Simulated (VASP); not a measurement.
An input for Ansatz (written as the equivalent of a VASP run, and not itself run):

Ansatz 0.2 input:
```yaml
crystal:
  lattice:
    - [0.0000000, 3.0000000, 3.0000000]
    - [3.0000000, 0.0000000, 3.0000000]
    - [3.0000000, 3.0000000, 0.0000000]
  atoms:
    - { symbol: Al, position: [0.2500000, 0.2500000, 0.2500000] }
    - { symbol: Al, position: [0.7500000, 0.7500000, 0.7500000] }
    - { symbol: Au, position: [0.0000000, 0.0000000, 0.0000000] }
kpoints:
  mp_grid: { grid: [8, 8, 8] }
hamiltonian:
  xc: pbe
  pseudopotentials: { kind: paw }
scf:
  occupations: { method: methfessel_paxton, width: 0.1 }
  max_iter: 100
output: { forces: true, stress: true, eigenvalues: true }
```

Task: Write the VASP files for the same calculation (PBE).

Result: This is not unique; one that fits is 
KPOINTS:
```
Automatic mesh
0
Gamma
8 8 8
0 0 0
```

INCAR:
```
LREAL = .False.   ! projection in real space or not
GGA = PE
NELM = 100
EDIFF = 1E-6
LWAVE = .False.
ENCUT = 400   ! plane-wave cut-off (eV)
SYSTEM = AuAl2
PREC = Accurate
LCHARG = .False.
ISMEAR = 1   ! Methfessel-Paxton
LASPH = .True.   ! aspherical one-centre terms
LMAXMIX = 6   ! l cut-off of mixed one-centre charges
ISYM = 1
SIGMA = 0.1   ! width (eV)
ALGO = Normal   ! blocked Davidson
ISIF = 2
```

### POSCAR
```
AuAl2
4.2426410
  0.0000000000   0.7071067290   0.7071067290
  0.7071067290   0.0000000000   0.7071067290
  0.7071067290   0.7071067290   0.0000000000
Al Au
2 1
Cart
  0.3535533645   0.3535533645   0.3535533645
  1.0606600936   1.0606600936   1.0606600936
  0.0000000000   0.0000000000   0.0000000000
```

POTCAR, in this order: Al Au (PBE.64 set). Program: vasp_std.

What does not carry over: each code has its own PAW files, so the cut-off isn't converted (ENCUT is set for VASP's; basis.ecutwfc is left out, and Ansatz then takes the one that its files recommend); Ansatz stops its SCF on the density residual and VASP on the energy change (EDIFF).

The compound is AuAl2 in the fluorite structure. The cell was not relaxed at this level. The run is one of a series of settings (ISYM = 1 against the base run), some of them coarse on purpose.
